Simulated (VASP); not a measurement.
## InHg (space group R-3m): computed properties

These are LDA (Ceperley-Alder, Perdew-Zunger), VASP's LDA PAW potentials (set 64) (plane waves; VASP) values and carry that method's errors.

| Property | Result |
|---|---|
| space group | R-3m (166) |
| cell | a = 3.569 Å, b = 3.569 Å, c = 12.855 Å, α = 90.00°, β = 90.00°, γ = 120.00° |
| volume per atom | 23.64 Å³/atom |
| band gap (over mesh and band path) | none (metal, semimetal or under 0.01 eV) |
| band gap with spin-orbit coupling | none (metallic) |
| density | 11.08 g/cm³ |

```cif
data_HgIn
_chemical_formula_sum 'In1 Hg1'
_space_group_name_H-M_alt 'P 1'
_space_group_IT_number 1
_cell_length_a 4.75472
_cell_length_b 4.75472
_cell_length_c 4.75472
_cell_angle_alpha 44.089
_cell_angle_beta 44.089
_cell_angle_gamma 44.089
loop_
_space_group_symop_operation_xyz
  'x, y, z'
loop_
_atom_site_label
_atom_site_type_symbol
_atom_site_fract_x
_atom_site_fract_y
_atom_site_fract_z
_atom_site_occupancy
In1 In 0.50000 0.50000 0.50000 1
Hg1 Hg 0.00000 0.00000 0.00000 1
```

Unless said otherwise, spin-orbit coupling is left out, though it shifts the bands of the heavy elements here.

The structure comes from a measured InHg entry (R-3m) of the Crystallography Open Database, whose conditions weren't checked. It was relaxed first. Symmetry was kept, so distortions that lower it aren't found. The electron count is odd and the run is not spin-polarised, which forces a metal.
